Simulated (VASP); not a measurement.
Data:

```xyz
2
Lattice="1.6160 -2.7990 0.0000 1.6160 2.7990 0.0000 0.0000 0.0000 4.9760" Properties=species:S:1:pos:R:3 pbc="T T T"
Sc     1.6160     0.9330     1.2440
Sc     1.6160    -0.9330     3.7320
```

Computed with LDA (Ceperley-Alder, Perdew-Zunger), VASP's LDA PAW potentials (set 64) (plane waves; VASP). Run with 500 eV cut-off, 13×13×8 Γ-centred mesh, first-order Methfessel-Paxton smearing of 0.10 eV, potentials Sc_sv.

Energy and stress use the plane-wave basis of the starting cell.

The ions, cell shape and volume at an external pressure of 5.0 GPa are relaxed. What does this cell relax into?

```xyz
2
Lattice="1.5784 -2.7339 0.0000 1.5784 2.7339 0.0000 0.0000 0.0000 4.8587" Properties=species:S:1:pos:R:3 pbc="T T T"
Sc     1.5784     0.9113     1.2147
Sc     1.5784    -0.9113     3.6440
```
Space group P6_3/mmc (194), at a tolerance of 0.03 Å.

How do energy and volume change from the first to the last step?

The energy (σ→0) changes by +23.0 meV/atom and the volume by -6.8 %, in 3 ionic steps.

```tsv
step	E(σ→0) (eV)	max force (eV/Å)	pressure (GPa)	volume (Å³)
1	-13.4486	0.000	0.03	45.02
2	-13.3513	0.000	7.59	40.62
3	-13.4026	0.000	4.99	41.93
```

The compound is Sc in the hcp structure. This run relaxes it under an external pressure of 5 GPa. Symmetry was kept, so distortions that lower it aren't found.
